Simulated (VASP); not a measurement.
# Sn3Pb5Se8 (R-3m) in VASP: notebook

The runs below take Sn3Pb5Se8 through relaxation of cell and atoms, with PBEsol.

Everything below comes from runs of VASP 6.6.1. Logs are shortened: lines on timing, memory, paths and dates and some standing lists are left out, and cuts for length are marked.

## 1. The crystal as given

It takes space group R-3m (No. 166, trigonal). Conventional cell: a = 8.603 Å, b = 8.603 Å, c = 21.073 Å, α = 90.00°, β = 90.00°, γ = 120.00°. Around Sn (site symmetry 2/m) lie 6 Se at 3.04 Å. Pb (site symmetry -3m) has 6 Se at 3.04 Å as nearest neighbours. Pb (site symmetry -3m) is surrounded by 6 Se at 3.04 Å. Around Pb (site symmetry 2/m) lie 6 Se at 3.04 Å. Se (site symmetry m) is surrounded by 4 Pb at 3.04 Å and 2 Sn at 3.04 Å. Se (site symmetry 3m) has 3 Sn at 3.04 Å and 3 Pb at 3.04 Å as nearest neighbours.

The cell was built by a generator and needn't be a form met in nature.

## 2. Relaxation of cell and atoms, PBEsol

The input, INCAR:

```
SYSTEM = Sn3Pb5Se8
  PREC = Accurate
  ENCUT = 600
  EDIFF = 1E-6
  ISMEAR = 0
  SIGMA = 0.03
  LREAL = .FALSE.
  LASPH = .TRUE.
  NELM = 80
  ALGO = Normal
  ISIF = 3
  LWAVE = .FALSE.
  LCHARG = .FALSE.
  GGA = PS
  IBRION = 2
  NSW = 90
  EDIFFG = -0.01
  KPAR = 4
```

The input, KPOINTS:

```
regular mesh
0
G
  6 6 5
  0 0 0
```

The input, POSCAR:

```
Sn3Pb5Se8
1.0
    0.0000000000      6.0833125000     -6.0833125000
   -6.0833125000      0.0000000000     -6.0833125000
   -6.0833125000      6.0833125000      0.0000000000
Sn Pb Se
3 5 8
Direct
    0.5000000000      0.5000000000      0.0000000000
    0.0000000000      0.5000000000      0.0000000000
    0.5000000000      0.0000000000      0.0000000000
    0.0000000000      0.0000000000      0.0000000000
    0.5000000000      0.5000000000      0.5000000000
    0.0000000000      0.5000000000      0.5000000000
    0.5000000000      0.0000000000      0.5000000000
    0.0000000000      0.0000000000      0.5000000000
    0.7500000000      0.7500000000      0.2500000000
    0.2500000000      0.7500000000      0.2500000000
    0.7500000000      0.2500000000      0.2500000000
    0.2500000000      0.2500000000      0.2500000000
    0.7500000000      0.7500000000      0.7500000000
    0.2500000000      0.7500000000      0.7500000000
    0.7500000000      0.2500000000      0.7500000000
    0.2500000000      0.2500000000      0.7500000000
```

Potentials or basis: VASP PAW PBE potentials, release 64 (Sn_d, Pb_d, Se).

Started as:

```sh
> cat potpaw_PBE.64/Sn_d/POTCAR potpaw_PBE.64/Pb_d/POTCAR potpaw_PBE.64/Se/POTCAR > POTCAR
> mpirun -np 4 vasp_std > vasp.out
```

OUTCAR:

```text
SYSTEM = Sn3Pb5Se8
   PREC = Accurate
   ENCUT = 600
   EDIFF = 1E-6
   ISMEAR = 0
   LREAL = .FALSE.
   LASPH = .TRUE.
   NELM = 80
   ISIF = 3
   GGA = PS
   IBRION = 2
   NSW = 90
   EDIFFG = -0.01

 ion  position               nearest neighbor table
   1  0.500  0.500  0.000-  10 3.04  11 3.04  12 3.04  13 3.04  14 3.04  15 3.04
   2  0.000  0.500  0.000-   9 3.04  11 3.04  12 3.04  13 3.04  14 3.04  16 3.04
   3  0.500  0.000  0.000-   9 3.04  10 3.04  12 3.04  13 3.04  15 3.04  16 3.04
   4  0.000  0.000  0.000-   9 3.04  10 3.04  11 3.04  14 3.04  15 3.04  16 3.04
   5  0.500  0.500  0.500-   9 3.04  10 3.04  11 3.04  14 3.04  15 3.04  16 3.04
   6  0.000  0.500  0.500-   9 3.04  10 3.04  12 3.04  13 3.04  15 3.04  16 3.04
[... 8 lines left out ...]
  15  0.750  0.250  0.750-   1 3.04   3 3.04   4 3.04   5 3.04   6 3.04   8 3.04
  16  0.250  0.250  0.750-   2 3.04   3 3.04   4 3.04   5 3.04   6 3.04   7 3.04

  LATTYP: Found a face centered cubic cell.
 ALAT       =    12.1666250000

  Lattice vectors:

 A1 = (   0.0000000000,   6.0833125000,  -6.0833125000)
 A2 = (  -6.0833125000,   0.0000000000,  -6.0833125000)
 A3 = (  -6.0833125000,   6.0833125000,   0.0000000000)

Analysis of symmetry for initial positions (statically):
=====================================================================
 Subroutine PRICEL returns:
 Original cell was already a primitive cell.

 Routine SETGRP: Setting up the symmetry group for a
 face centered cubic supercell.

 Subroutine GETGRP returns: Found 12 space group operations
 (whereof 12 operations were pure point group operations)
 out of a pool of 48 trial point group operations.

The static configuration has the point symmetry D_3d.

Analysis of symmetry for dynamics (positions and initial velocities):
=====================================================================
 Subroutine PRICEL returns:
 Original cell was already a primitive cell.

 Routine SETGRP: Setting up the symmetry group for a
 face centered cubic supercell.

 Subroutine GETGRP returns: Found 12 space group operations
 (whereof 12 operations were pure point group operations)
 out of a pool of 48 trial point group operations.

The dynamic configuration has the point symmetry D_3d.

 Subroutine INISYM returns: Found 12 space group operations
 (whereof 12 operations are pure point group operations),
 and found     1 'primitive' translations

----------------------------------------------------------------------------------------

                                     Primitive cell

  volume of cell :     450.2465

  direct lattice vectors                    reciprocal lattice vectors
     0.000000000  6.083312500 -6.083312500     0.082192062  0.082192062 -0.082192062
    -6.083312500  0.000000000 -6.083312500    -0.082192062 -0.082192062 -0.082192062
    -6.083312500  6.083312500  0.000000000    -0.082192062  0.082192062  0.082192062

  length of vectors
     8.603103042  8.603103042  8.603103042     0.142360828  0.142360828  0.142360828

  position of ions in fractional coordinates (direct lattice)
     0.500000000  0.500000000  0.000000000
     0.000000000  0.500000000  0.000000000
     0.500000000  0.000000000  0.000000000
     0.000000000  0.000000000  0.000000000
     0.500000000  0.500000000  0.500000000
     0.000000000  0.500000000  0.500000000
[... 8 lines left out ...]
     0.750000000  0.250000000  0.750000000
     0.250000000  0.250000000  0.750000000

  ion indices of the primitive-cell ions
   primitive index   ion index
                 1           1
                 2           2
                 3           3
                 4           4
                 5           5
                 6           6
[... 8 lines left out ...]
                15          15
                16          16

----------------------------------------------------------------------------------------

 KPOINTS: regular mesh

Automatic generation of k-mesh.
 Grid dimensions read from file:
 generate k-points for:    6    6    5

 Generating k-lattice:

[... 21 lines left out ...]
|     classes:                                                                |
|                                                                             |
|        The reciprocal lattice is body-centered cubic,                       |
|        whereas your k-lattice is base-centered monoclinic.                  |
|                                                                             |
|     Results are often still useful ...                                      |
|                                                                             |
 -----------------------------------------------------------------------------

 WARNING: IBZKPT: internal override: KBLOWUP is changed to .FALSE.
      ... skipping the blow-up phase ...

 Subroutine IBZKPT returns following result:
 ===========================================

 Found     55 irreducible k-points:

 Following reciprocal coordinates:
            Coordinates               Weight
  0.000000  0.000000  0.000000      1.000000
  0.166667  0.000000  0.000000      4.000000
  0.333333  0.000000  0.000000      4.000000
  0.500000  0.000000  0.000000      2.000000
  0.166667  0.166667  0.000000      2.000000
  0.333333  0.166667  0.000000      4.000000
[... 16 lines left out ...]
 -0.333333  0.166667  0.200000      4.000000
 -0.166667  0.166667  0.200000      4.000000
 [... further k-points ...]
   k-points           NKPTS =     55   k-points in BZ     NKDIM =     55   number of bands    NBANDS=     96
   number of dos      NEDOS =    301   number of ions     NIONS =     16
   total plane-waves  NPLWV = 343000
   dimension x,y,z NGX =    70 NGY =   70 NGZ =   70
   dimension x,y,z NGXF=   140 NGYF=  140 NGZF=  140
   ions per type =               3   5   8
   NGX,Y,Z   is equivalent  to a cutoff of  13.53, 13.53, 13.53 a.u.
   NGXF,Y,Z  is equivalent  to a cutoff of  27.05, 27.05, 27.05 a.u.
 SYSTEM =  Sn3Pb5Se8
   PREC   = accura    normal or accurate (medium, high low for compatibility)
   ISTART =      0    job   : 0-new  1-cont  2-samecut
   ICHARG =      2    charge: 1-file 2-atom 10-const
   ISPIN  =      1    spin polarized calculation?
   LNONCOLLINEAR =      F non collinear calculations
   LSORBIT =      F    spin-orbit coupling
   LASPH  =      T    aspherical Exc in radial PAW
   ENCUT  =  600.0 eV  44.10 Ry    6.64 a.u.  17.18 17.18 17.18*2*pi/ulx,y,z
   NELM   =     80;   NELMIN=  2; NELMDL= -5     # of ELM steps
   EDIFF  = 0.1E-05   stopping-criterion for ELM
   LREAL  =      F    real-space projection
   EDIFFG = -.1E-01   stopping-criterion for IOM
   NSW    =     90    number of steps for IOM
   IBRION =      2    ionic relax: 0-MD 1-quasi-New 2-CG
   NFREE  =      1    steps in history (QN), initial steepest desc. (CG)
   ISIF   =      3    stress and relaxation
   ISYM   =      2    0-nonsym 1-usesym 2-fastsym
   POTIM  = 0.5000    time-step for ionic-motion
   TEBEG  =    0.0;   TEEND  =   0.0 temperature during run
   PSTRESS=    0.0 pullay stress
   NELECT =     160.0000    total number of electrons
   NUPDOWN=      -1.0000    fix difference up-down
   EMIN   =  10.00;   EMAX   =-10.00  energy-range for DOS
   EFERMI =   0.00;   METHOD = LEGACY
   ISMEAR =     0;   SIGMA  =   0.03  broadening in eV -4-tet -1-fermi 0-gaus
   EFERMI_NEDOS =   21; number of points for ismear=-14 and -15
   IALGO  =     38    algorithm
   IMIX   =      4    mixing-type and parameters
     AMIX     =   0.40;   BMIX     =  1.00
     AMIX_MAG =   1.60;   BMIX_MAG =  1.00
  volume/ion in A,a.u.               =      28.14       189.90
  Fermi-wavevector in a.u.,A,eV,Ry     =   1.159573  2.191275 18.294518  1.344609
  Thomas-Fermi vector in A             =   2.296164
   LORBIT       =      0    0 simple, 1 ext, 2 COOP (PROOUT), +10 PAW based schemes
   GGA     = PS    functional components
   LHFCALC =     F    Hartree Fock is set to
   AEXX    =    0.0000 exact exchange contribution
   IVDW    =     0    specifies the selected vdW correction
   LEPSILON=     F    determine dielectric tensor
   LRPA    =     F    only Hartree local field effects (RPA)
 conjugate gradient relaxation of ions
 non-spin polarized calculation
 Gauss-broadening in eV      SIGMA  =   0.03
  energy-cutoff  :      600.00
  volume of cell :      450.25
 maximum number of plane-waves:     15065
 NGX is ok and might be reduce to    70
   NGX = 35   NGY = 35   NGZ = 35

--------------------------------------- Ionic step        1  -------------------------------------------

 number of electron     159.9999991 magnetization

 Free energy of the ion-electron system (eV)
  ---------------------------------------------------
  ext. energy  EPLUGINS =         0.00000000
  ---------------------------------------------------
  free energy    TOTEN  =       -71.37429434 eV

  energy without entropy =      -71.37401332  energy(sigma->0) =      -71.37415383

------------------------ aborting loop because EDIFF is reached ----------------------------------------

  FORCE on cell =-STRESS in cart. coord.  units (eV):
  Direction    XX          YY          ZZ          XY          YZ          ZX
  --------------------------------------------------------------------------------------
  -------------------------------------------------------------------------------------
  Total       -2.3589106     -2.3589106     -2.3589106      0.0120450     -0.0120450      0.0120450
  in kB       -8.3940525     -8.3940525     -8.3940525      0.0428615     -0.0428615      0.0428615
  external PRESSURE =      -8.3940525 kB  Pullay stress =       0.0000000 kB
[... 187 lines left out ...]
--------------------------------------- Ionic step        5  -------------------------------------------

 number of electron     159.9999999 magnetization

 Free energy of the ion-electron system (eV)
  ---------------------------------------------------
  ext. energy  EPLUGINS =         0.00000000
  ---------------------------------------------------
  free energy    TOTEN  =       -71.44900370 eV

  energy without entropy =      -71.44872429  energy(sigma->0) =      -71.44886399

 E-fermi :   5.3986     XC(G=0):  -9.8235

 val. band max:        5.3893408567   @ k =   0.0000   0.0000   0.0000
 cond. band min:       5.6493236985   @ k =   0.0000   0.0000   0.0000
 fundamental gap:      0.2599828418
 Fermi energy:         5.3986243244

 k-point     1 :       0.0000    0.0000    0.0000
  band No.  band energies     occupation
      1     -16.0555      2.00000
      2     -16.0495      2.00000
      3     -16.0495      2.00000
      4     -16.0393      2.00000
      5     -16.0393      2.00000
      6     -16.0384      2.00000
[... 2269 lines left out ...]
     91       8.6772      0.00000
     92       8.7159      0.00000

 [... further k-points ...]

 [bands above 92 left out]

------------------------ aborting loop because EDIFF is reached ----------------------------------------

  FORCE on cell =-STRESS in cart. coord.  units (eV):
  Direction    XX          YY          ZZ          XY          YZ          ZX
  --------------------------------------------------------------------------------------
  -------------------------------------------------------------------------------------
  Total        0.1055244      0.1055244      0.1055244     -0.0256300      0.0256300     -0.0256300
  in kB        0.3823670      0.3823670      0.3823670     -0.0928702      0.0928702     -0.0928702
  external PRESSURE =       0.3823670 kB  Pullay stress =       0.0000000 kB
[... 31 lines left out ...]
  FREE ENERGIE OF THE ION-ELECTRON SYSTEM (eV)
  ---------------------------------------------------
  free  energy   TOTEN  =       -71.4490037004 eV

  energy  without entropy=      -71.4487242859  energy(sigma->0) =      -71.44886399

 reached required accuracy - stopping structural energy minimisation
```

Wall time 76 min (4 MPI ranks of Intel Xeon Platinum 8259CL at 2.50GHz (Skylake/Cascade Lake), shared host); peak memory 2.3 GiB.

What came out:

```yaml
Free_energy: -71.4490 eV
Relaxed_volume: 27.64 Å³/atom
Relaxed_cell: a = 8.552 Å, b = 8.552 Å, c = 8.551 Å, α = 60.00°, β = 60.00°, γ = 60.00°
Space_group_after_relaxing_to_0.05_Å: R-3m (No. 166)
Energy_gained_by_relaxing: 4.7 meV/atom
Ionic_steps: 5
Pressure_after_relaxing: 0.0 GPa
Largest_force_after_relaxing: 0.004 eV/Å
Band_gap_on_the_k_mesh: none (metal or under the smearing width)
```

Forces on the atoms (eV/Å):
```
Sn   0.000  0.000  0.000
Sn   0.000  0.000  0.000
Sn   0.000  0.000  0.000
Pb   0.000  0.000  0.000
Pb   0.000  0.000  0.000
Pb   0.000  0.000  0.000
Pb   0.000  0.000  0.000
Pb   0.000  0.000  0.000
Se   0.002 -0.002  0.000
Se   0.002  0.000 -0.002
Se   0.000 -0.002 -0.002
Se  -0.002  0.002  0.002
Se   0.002 -0.002 -0.002
Se   0.000  0.002  0.002
Se  -0.002  0.000  0.002
Se  -0.002  0.002  0.000
```

The path:
| step | energy change (eV) | largest force (eV/Å) | pressure (GPa) | volume (Å³) |
| --- | --- | --- | --- | --- |
| 1 | 0.0000 | 0.3061 | -0.84 | 450.25 |
| 2 | -0.0416 | 0.2444 | 0.28 | 440.71 |
| 3 | -0.0418 | 0.2396 | 0.36 | 440.01 |
| 4 | -0.0627 | 0.1415 | 0.23 | 440.87 |
| 5 | -0.0747 | 0.0036 | 0.04 | 442.16 |

Final structure:
```
Sn Pb Se
1.0
     0.00000    6.04687   -6.04687
    -6.04687    0.00000   -6.04687
    -6.04651    6.04651   -0.00036
Sn Pb Se
3 5 8
Cartesian
  -3.0234 3.0234 -6.0469
  -3.0234 0.0000 -3.0234
  0.0000 3.0234 -3.0234
  0.0000 0.0000 0.0000
  -6.0467 6.0467 -6.0470
  -6.0467 3.0233 -3.0236
  -3.0233 6.0467 -3.0236
  -3.0233 3.0233 -0.0002
  -6.0134 6.0134 -9.0704
  -6.0134 3.0234 -6.0803
  -3.0234 6.0134 -6.0803
  -2.9901 2.9901 -3.0568
  -9.1033 9.1033 -9.0373
  -9.0700 6.0800 -6.0138
  -6.0800 9.0700 -6.0138
  -6.0800 6.0800 -3.0237
```

Levels at points of the mesh, in eV from the Fermi level:
```tsv
k point	band 76	band 77	band 78	band 79	band 80	band 81	band 82	band 83	band 84	band 85
(0.00, 0.00, 0.00)	-1.70	-0.11	-0.03	-0.01	-0.01	-0.01	0.25	0.28	0.28	1.35
(0.50, 0.00, 0.00)	-1.97	-1.97	-1.95	-1.09	-1.07	1.94	2.08	2.58	2.59	2.62
(0.50, 0.50, 0.00)	-1.04	-0.96	-0.69	-0.57	-0.50	1.14	1.19	1.21	1.22	1.58
```

Caveat: the PAW data sets were made with another functional, which shifts forces and pressure a little. The run has no spin-orbit coupling, so splittings on Pb are missing.

(Continued in part 2 of 2.)
